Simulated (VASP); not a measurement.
Input for VASP

File POSCAR:
```
BeSe
1
    3.3011870000     0.0000000000     0.0000000000
    0.0000000000     3.8997540000     0.0000000000
    0.0000000000     0.0000000000    16.4015510000
Be Se
2 2
Direct
  0.7500000000   0.8723000000   0.5732110000
  0.2500000000   0.3723000000   0.4267890000
  0.2500000000   0.5023000000   0.5569550000
  0.7500000000   0.0023000000   0.4430450000
```

### INCAR
```
ALGO=Normal
EDIFF=1E-6
ENCUT=300
GGA=PE
ISIF=2
ISMEAR=-1
LASPH=T
LCHARG=F
LMAXMIX=4
LREAL=F
LWAVE=F
NELM=100
PREC=Accurate
SIGMA=0.1
SYSTEM=BeSe
```

KPOINTS:
```
Automatic mesh
0
G
6 5 1
```

POTCAR, in this order: Be Se (PBE.64 set). Program: vasp_std.

### Question
Write an equivalent input for Ansatz.

### Answer
One equivalent input (not run):
Ansatz 0.2 input:
```yaml
crystal:
  lattice:
    - [3.3011870, 0.0000000, 0.0000000]
    - [0.0000000, 3.8997540, 0.0000000]
    - [0.0000000, 0.0000000, 16.4015510]
  atoms:
    - { symbol: Be, position: [0.7500000, 0.8723000, 0.5732110] }
    - { symbol: Be, position: [0.2500000, 0.3723000, 0.4267890] }
    - { symbol: Se, position: [0.2500000, 0.5023000, 0.5569550] }
    - { symbol: Se, position: [0.7500000, 0.0023000, 0.4430450] }
kpoints:
  mp_grid: { grid: [6, 5, 1] }
hamiltonian:
  xc: pbe
  pseudopotentials: { kind: paw }
scf:
  occupations: { method: fermi_dirac, width: 0.1 }
  max_iter: 100
output: { forces: true, stress: true, eigenvalues: true }
```
The two are equivalent in intent, not identical: each code has its own PAW files, so the cut-off isn't converted (ENCUT is set for VASP's; basis.ecutwfc is left out, and Ansatz then takes the one that its files recommend); Ansatz stops its SCF on the density residual and VASP on the energy change (EDIFF).

The cell is a sheet with vacuum, built from a generated structure.
